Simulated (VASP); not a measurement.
An input for Ansatz (written as the equivalent of a VASP run, and not itself run):

Ansatz 0.2 input:
```yaml
crystal:
  lattice:
    - [2.8782300, 0.0000000, 0.0000000]
    - [0.0000000, 2.8782300, 0.0000000]
    - [0.0000000, 0.0000000, 3.8741500]
  atoms:
    - { symbol: Nb, position: [0.5000000, 0.5000000, 0.5000000] }
    - { symbol: Ir, position: [0.0000000, 0.0000000, 0.0000000] }
kpoints:
  mp_grid: { grid: [9, 9, 7] }
hamiltonian:
  xc: lda
  pseudopotentials: { kind: paw }
scf:
  occupations: { method: fermi_dirac, width: 0.1 }
  max_iter: 100
output: { forces: true, stress: true, eigenvalues: true }
```

Task: Write the VASP files for the same calculation (LDA).

Result: One answer among several that fit: 
**INCAR**
```
SYSTEM = NbIr
PREC = Accurate; ENCUT = 300; LREAL = .FALSE.
LASPH = .TRUE.
EDIFF = 1E-6; NELM = 100; ALGO = Normal
LMAXMIX = 6
ISMEAR = -1; SIGMA = 0.1
ISIF = 2
LWAVE = .FALSE.; LCHARG = .FALSE.
```

### KPOINTS
```
kpoints
0
gamma
 9 9 7
0 0 0
```

File POSCAR:
```
NbIr
1
    2.8782300000     0.0000000000     0.0000000000
    0.0000000000     2.8782300000     0.0000000000
    0.0000000000     0.0000000000     3.8741500000
Nb Ir
1 1
Direct
  0.5000000000   0.5000000000   0.5000000000
  0.0000000000   0.0000000000   0.0000000000
```

POTCAR, in this order: Nb_sv Ir (LDA.64 set). Program: vasp_std.

The two are equivalent in intent, not identical: each code has its own PAW files, so the cut-off isn't converted (ENCUT is set for VASP's; basis.ecutwfc is left out, and Ansatz then takes the one that its files recommend); Ansatz stops its SCF on the density residual and VASP on the energy change (EDIFF); Ansatz's lda is the Perdew-Wang form, while the LDA potentials of VASP carry Perdew-Zunger's.

The structure comes from a computed database's NbIr entry (P4/mmm); how it stands against other phases isn't given here. The cell was not relaxed at this level.
